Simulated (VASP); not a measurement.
Output of a VASP run:

**OSZICAR**
```
       N       E                     dE             d eps       ncg     rms          rms(c)
DAV:   1     0.127569017776E+03    0.12757E+03   -0.64800E+03  6176   0.128E+03
DAV:   2    -0.103148830852E+02   -0.13788E+03   -0.13407E+03  6346   0.401E+02
DAV:   3    -0.241134682827E+02   -0.13799E+02   -0.13338E+02 11398   0.112E+02
DAV:   4    -0.248738156268E+02   -0.76035E+00   -0.75267E+00  7852   0.223E+01
DAV:   5    -0.249226448191E+02   -0.48829E-01   -0.48811E-01  9352   0.448E+00    0.116E+01
DAV:   6    -0.203238850964E+02    0.45988E+01   -0.14865E+01  8086   0.560E+01    0.299E+00
DAV:   7    -0.200418810660E+02    0.28200E+00   -0.15749E+00  7150   0.160E+01    0.188E+00
DAV:   8    -0.201704174404E+02   -0.12854E+00   -0.65240E-01  8304   0.677E+00    0.125E+00
DAV:   9    -0.202097416476E+02   -0.39324E-01   -0.55717E-02  8526   0.293E+00    0.724E-01
DAV:  10    -0.201866459417E+02    0.23096E-01   -0.20266E-01  6384   0.539E+00    0.294E-01
DAV:  11    -0.202464870340E+02   -0.59841E-01   -0.35280E-02  6366   0.201E+00    0.136E-01
DAV:  12    -0.202499376256E+02   -0.34506E-02   -0.21506E-03  7170   0.521E-01    0.803E-02
DAV:  13    -0.202513082451E+02   -0.13706E-02   -0.15220E-03  6334   0.492E-01    0.528E-02
DAV:  14    -0.202514846822E+02   -0.17644E-03   -0.42072E-04  6528   0.292E-01    0.129E-02
DAV:  15    -0.202514983653E+02   -0.13683E-04   -0.25059E-05  7848   0.605E-02    0.127E-02
DAV:  16    -0.202514912968E+02    0.70685E-05   -0.11876E-05  6578   0.319E-02    0.356E-03
DAV:  17    -0.202514923170E+02   -0.10202E-05   -0.35983E-06  7232   0.211E-02    0.134E-03
DAV:  18    -0.202514922849E+02    0.32074E-07   -0.84542E-07  4400   0.835E-03
   1 F= -.20251492E+02 E0= -.20250714E+02  d E =-.155618E-02  mag=     0.0000    -0.0000    -0.0000
       N       E                     dE             ncg
```

**OUTCAR**
```
------------------------ aborting loop because EDIFF is reached ----------------------------------------
  FORCE on cell =-STRESS in cart. coord.  units (eV):
  Direction    XX          YY          ZZ          XY          YZ          ZX
  --------------------------------------------------------------------------------------
  Total       -0.0253237     -0.0253237      0.0100311      0.0000000     -0.0000000      0.0000000
  in kB       -1.2707837     -1.2707837      0.5033750      0.0000000     -0.0000000      0.0000000
  external PRESSURE =      -0.6793975 kB  Pullay stress =       0.0000000 kB
  volume of cell :       31.93
      direct lattice vectors                 reciprocal lattice vectors
     2.810342847  0.000000000  0.000000000     0.355828472  0.000000000  0.000000000
     0.000000000  2.810342847  0.000000000     0.000000000  0.355828472  0.000000000
     0.000000000  0.000000000  4.042483855     0.000000000  0.000000000  0.247372664
 POSITION                                       TOTAL-FORCE (eV/Angst)
 -----------------------------------------------------------------------------------
      1.40517      1.40517      2.02124         0.000000      0.000000      0.000000
      0.00000      0.00000      0.00000         0.000000      0.000000      0.000000
 -----------------------------------------------------------------------------------
    total drift:                                0.000000      0.000000     -0.000000
  FREE ENERGIE OF THE ION-ELECTRON SYSTEM (eV)
  ---------------------------------------------------
  free  energy   TOTEN  =       -20.2514922849 eV

  energy  without entropy=      -20.2499361092  energy(sigma->0) =      -20.25071420

 Ion:    1  E_soc:     -0.0001443

 Ion:    2  E_soc:     -0.0107445
```
(Selected blocks of OUTCAR.)

**POSCAR**
```
TiAl
1
    2.8103428472     0.0000000000     0.0000000000
    0.0000000000     2.8103428472     0.0000000000
    0.0000000000     0.0000000000     4.0424838555
Al Ti
1 1
Direct
  0.5000000000   0.5000000000   0.5000000000
  0.0000000000   0.0000000000   0.0000000000
```

**Question.** Write an INCAR and KPOINTS that could have produced this output.

**Answer.** Several could match; the one computed here: the input of the run itself, r2SCAN+rVV10 with spin-orbit coupling, plane waves, VASP's PBE PAW potentials (set 64).

File KPOINTS_OPT:
```
k-points along high-symmetry lines
5
Line-mode
Reciprocal
  0.000000   0.000000   0.000000 ! GAMMA
  0.000000   0.500000   0.000000 ! X

  0.000000   0.500000   0.000000 ! X
  0.500000   0.500000   0.000000 ! M

  0.500000   0.500000   0.000000 ! M
  0.000000   0.000000   0.000000 ! GAMMA

  0.000000   0.000000   0.000000 ! GAMMA
  0.000000   0.000000   0.500000 ! Z

  0.000000   0.000000   0.500000 ! Z
  0.000000   0.500000   0.500000 ! R

  0.000000   0.500000   0.500000 ! R
  0.500000   0.500000   0.500000 ! A

  0.500000   0.500000   0.500000 ! A
  0.000000   0.000000   0.500000 ! Z

  0.000000   0.500000   0.000000 ! X
  0.000000   0.500000   0.500000 ! R

  0.500000   0.500000   0.000000 ! M
  0.500000   0.500000   0.500000 ! A
```

KPOINTS:
```
Automatic mesh
0
Gamma
12 12 8
0 0 0
```

**INCAR**
```
NELM = 100
ALGO = Normal   ! blocked Davidson
MAGMOM = 6*0
EDIFF = 1E-6
METAGGA = R2SCAN
SYSTEM = TiAl
LMIXTAU = .True.
SIGMA = 0.05   ! width (eV)
LREAL = .False.   ! projection in real space or not
GGA_COMPAT = .False.
PREC = Accurate
CPARAM = 0.0093
LASPH = .True.   ! aspherical one-centre terms
ISMEAR = 0
LWAVE = .False.
ENCUT = 400   ! plane-wave cut-off (eV)
LSORBIT = .True.
LUSE_VDW = .True.
LCHARG = .False.
BPARAM = 11.95
LMAXMIX = 4   ! l cut-off of mixed one-centre charges
```

POTCAR, in this order: Al Ti_sv (PBE.64 set). Program: vasp_ncl.

The structure comes from a measured TiAl entry (P4/mmm) of the Crystallography Open Database, whose conditions weren't checked. It was relaxed first.
